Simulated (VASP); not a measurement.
```
CELL_PARAMETERS angstrom
      2.40290    -3.64700     0.00000
      2.40290     3.64700     0.00000
      0.00000     0.00000     9.82231
ATOMIC_POSITIONS crystal
  I  0.84600 0.84600 0.88300
  I  0.65400 0.65400 0.38300
  I  0.34600 0.34600 0.61700
  I  0.15400 0.15400 0.11700
```

The numbers are results of PBE GGA, VASP's PBE PAW potentials (set 64) (plane waves; VASP), not measurements. Numerical set-up: 300 eV cut-off, 4×4×2 Γ-centred mesh, Fermi-Dirac smearing of 0.010 eV, potentials I.

The path is coarsely sampled, so an indirect gap can come out somewhat too large. Unless said otherwise, spin-orbit coupling is left out, though it shifts the bands of the heavy elements here.

**Question.** Give the energies of bands 5 to 17 at the high-symmetry points, in eV from the valence-band maximum.

**Answer.** 
```
band      Γ      Y     F0      Z     B0      T      S      R
----  -----  -----  -----  -----  -----  -----  -----  -----
5     -4.39  -4.12  -4.25  -3.83  -4.02  -3.82  -4.36  -4.10
6     -3.10  -3.47  -3.92  -3.83  -4.02  -3.82  -4.36  -4.10
7     -1.71  -3.42  -3.11  -1.43  -2.84  -3.18  -2.50  -3.20
8     -1.65  -2.63  -2.47  -1.43  -2.84  -3.18  -2.50  -3.20
9     -1.17  -2.19  -2.35  -1.11  -2.56  -1.78  -1.60  -1.66
10    -1.16  -1.85  -2.21  -1.11  -2.56  -1.78  -1.60  -1.66
11    -1.04  -1.82  -1.53  -1.01  -0.80  -1.23  -1.24  -0.74
12    -0.57  -1.36  -0.98  -1.01  -0.80  -1.23  -1.24  -0.74
13    -0.11  -0.74  -0.67  -0.07  -0.60  -0.95  -0.45   0.00
14    -0.04  -0.29  -0.25  -0.07  -0.60  -0.95  -0.45   0.00
15     1.28   1.17   1.55   1.49   1.62   1.28   2.12   1.53
16     2.05   1.68   1.75   1.49   1.62   1.28   2.12   1.53
17     5.25   5.14   6.24   5.75   6.86   6.08   5.49   5.87
```

The gap is indirect, 1.16 eV, from the valence maximum at R to the conduction minimum at Y-F0 at 0.25.

The structure is a typed I crystal. The cell was not relaxed at this level.
